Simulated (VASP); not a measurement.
An input for Quantum ESPRESSO's pw.x (written as the equivalent of a VASP run, and not itself run):

```
&CONTROL
  calculation = 'vc-relax'
  pseudo_dir = './pseudo'
  outdir = './out'
  tprnfor = .true.
  tstress = .true.
  nstep = 30
  forc_conv_thr = 0.00039
/
&SYSTEM
  ibrav = 0
  nat = 4
  ntyp = 1
  ecutwfc = 110
  occupations = 'smearing'
  smearing = 'methfessel-paxton'
  degauss = 0.00735
  input_dft = 'vdw-df2'
/
&ELECTRONS
  conv_thr = 7.3e-09
  electron_maxstep = 100
/
&IONS
/
&CELL
  cell_dofree = 'shape'
/
ATOMIC_SPECIES
  La 138.905 La.upf
CELL_PARAMETERS angstrom
     1.9031074   -3.2962789    0.0000000
     1.9031074    3.2962789    0.0000000
     0.0000000    0.0000000   12.2771216
ATOMIC_POSITIONS crystal
  La   0.0000000  0.0000000  0.5000000
  La   0.0000000  0.0000000  0.0000000
  La   0.3333330  0.6666670  0.2500000
  La   0.6666670  0.3333330  0.7500000
K_POINTS automatic
  9 9 3 0 0 0
```

Write the VASP files for the same calculation (vdW-DF2).

Several could match; the one computed here: 
**INCAR**
```
SYSTEM = La
PREC = Accurate; ENCUT = 520; LREAL = .False.
LASPH = .True.
EDIFF = 1E-7; NELM = 100; ALGO = Normal
LMAXMIX = 6
ISMEAR = 1; SIGMA = 0.1
GGA = ML; LUSE_VDW = .True.; AGGAC = 0.0
ZAB_VDW = -1.8867
IBRION = 2; NSW = 30; ISIF = 4
EDIFFG = -0.01
LWAVE = .False.; LCHARG = .False.
```

KPOINTS:
```
Automatic mesh
0
Gamma
 9 9 3
```

File POSCAR:
```
La
1
    1.9031073610    -3.2962788822     0.0000000000
    1.9031073610     3.2962788822     0.0000000000
    0.0000000000     0.0000000000    12.2771215831
La
4
Direct
  0.0000000000   0.0000000000   0.5000000000
  0.0000000000   0.0000000000   0.0000000000
  0.3333330000   0.6666670000   0.2500000000
  0.6666670000   0.3333330000   0.7500000000
```

POTCAR, in this order: La (PBE.64 set). Program: vasp_std.

Limits of the translation: the potentials are each code's own (VASP's PAW set, PseudoDojo norm-conserving files in pw.x), so ENCUT and ecutwfc are chosen apart and not converted; conv_thr bounds pw.x's estimated SCF error, while EDIFF bounds the energy change between steps; forc_conv_thr acts on force components and is met together with etot_conv_thr.

The compound is La in the dhcp structure. This cell is one point of a volume scan, at 0.94 of the reference volume. Symmetry was kept, so distortions that lower it aren't found.
